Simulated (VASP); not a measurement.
```yaml
crystal:
  lattice:
    - [0.00000, 2.82722, 2.81308]
    - [2.81308, 0.00000, 2.81308]
    - [2.81308, 2.82722, 0.00000]
  atoms:
    - { symbol: Li, position: [0.25000, 0.25000, 0.25000] }
    - { symbol: Li, position: [0.75000, 0.75000, 0.75000] }
    - { symbol: S, position: [0.00000, 0.00000, 0.00000] }
```

The numbers are results of PBEsol GGA, VASP's PBE PAW potentials (set 64) (plane waves; VASP), not measurements. Settings: 600 eV cut-off, 6×6×6 Γ-centred mesh, Gaussian smearing of 0.050 eV, potentials Li_sv S.

Estimate the energy per atom (σ→0).

| Item | Value |
|---|---|
| energy per atom (σ→0) | -4.125 eV/atom |

Only differences to runs with the same potentials and settings are physical.

The compound is Li2S in the antifluorite structure. This cell was strained or had an atom moved on purpose.
